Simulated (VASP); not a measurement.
Method: LDA (Ceperley-Alder, Perdew-Zunger), VASP's LDA PAW potentials (set 64) (plane waves; VASP 6.6.1).

VASP ran on this input.

### KPOINTS
```
Automatic mesh
0
Gamma
8 8 8
0 0 0
```

**INCAR**
```
! general
SYSTEM  =  MgS
PREC    =  Accurate
ENCUT   =  400   ! plane-wave cut-off (eV)
LREAL   =  .FALSE.
LASPH   =  .TRUE.   ! aspherical one-centre terms

! electronic loop
EDIFF   =  1E-6   ! SCF stop (eV)
NELM    =  100
ALGO    =  Normal   ! blocked Davidson

! smearing
ISMEAR  =  0   ! Gaussian
SIGMA   =  0.05

! ions
IBRION  =  2
NSW     =  60   ! most ionic steps
ISIF    =  3
EDIFFG  =  -0.01

! output
LWAVE   =  .FALSE.
LCHARG  =  .FALSE.
```

File POSCAR:
```
MgS
1
    0.0000000000     2.5587185623     2.5587185623
    2.5587185623     0.0000000000     2.5587185623
    2.5587185623     2.5587185623     0.0000000000
Mg S
1 1
Direct
  0.0000000000   0.0000000000   0.0000000000
  0.5000000000   0.5000000000   0.5000000000
```

POTCAR, in this order: Mg S (LDA.64 set). Program: vasp_std.

The resulting files:

OSZICAR:
```
       N       E                     dE             d eps       ncg     rms          rms(c)
DAV:   1     0.159678523790E+02    0.15968E+02   -0.31922E+03   496   0.651E+02
DAV:   2    -0.933453485230E+01   -0.25302E+02   -0.23406E+02   600   0.970E+01
DAV:   3    -0.100111890462E+02   -0.67665E+00   -0.67665E+00   584   0.216E+01
DAV:   4    -0.100139966849E+02   -0.28076E-02   -0.28076E-02   744   0.154E+00
DAV:   5    -0.100139981141E+02   -0.14292E-05   -0.14292E-05   576   0.328E-02    0.463E+00
DAV:   6    -0.964613870080E+01    0.36786E+00   -0.94402E-01   504   0.476E+00    0.357E+00
DAV:   7    -0.959692284734E+01    0.49216E-01   -0.21025E-01   592   0.234E+00    0.223E+00
DAV:   8    -0.959230777181E+01    0.46151E-02   -0.92721E-03   592   0.731E-01    0.791E-01
DAV:   9    -0.959211326617E+01    0.19451E-03   -0.49122E-04   576   0.160E-01    0.244E-01
DAV:  10    -0.959210718293E+01    0.60832E-05   -0.21221E-05   656   0.293E-02    0.828E-02
DAV:  11    -0.959210667844E+01    0.50450E-06   -0.42788E-06   544   0.123E-02
   1 F= -.95921067E+01 E0= -.95921067E+01  d E =-.959211E+01
```

**OUTCAR**
```
------------------------ aborting loop because EDIFF is reached ----------------------------------------
  FORCE on cell =-STRESS in cart. coord.  units (eV):
  Direction    XX          YY          ZZ          XY          YZ          ZX
  --------------------------------------------------------------------------------------
  Total       -0.0008375     -0.0008375     -0.0008375      0.0000000      0.0000000     -0.0000000
  in kB       -0.0400500     -0.0400500     -0.0400500      0.0000000      0.0000000     -0.0000000
  external PRESSURE =      -0.0400500 kB  Pullay stress =       0.0000000 kB
  volume of cell :       33.50
      direct lattice vectors                 reciprocal lattice vectors
     0.000000000  2.558718562  2.558718562    -0.195410315  0.195410315  0.195410315
     2.558718562  0.000000000  2.558718562     0.195410315 -0.195410315  0.195410315
     2.558718562  2.558718562  0.000000000     0.195410315  0.195410315 -0.195410315
 POSITION                                       TOTAL-FORCE (eV/Angst)
 -----------------------------------------------------------------------------------
      0.00000      0.00000      0.00000        -0.000000      0.000000     -0.000000
      2.55872      2.55872      2.55872         0.000000     -0.000000      0.000000
 -----------------------------------------------------------------------------------
    total drift:                               -0.000000     -0.000000      0.000000
  FREE ENERGIE OF THE ION-ELECTRON SYSTEM (eV)
  ---------------------------------------------------
  free  energy   TOTEN  =        -9.5921066784 eV

  energy  without entropy=       -9.5921066784  energy(sigma->0) =       -9.59210668

 reached required accuracy - stopping structural energy minimisation
```
(Selected blocks of OUTCAR.)

The compound is MgS in the rock salt structure. It was relaxed first. The start is the result of an earlier pass.
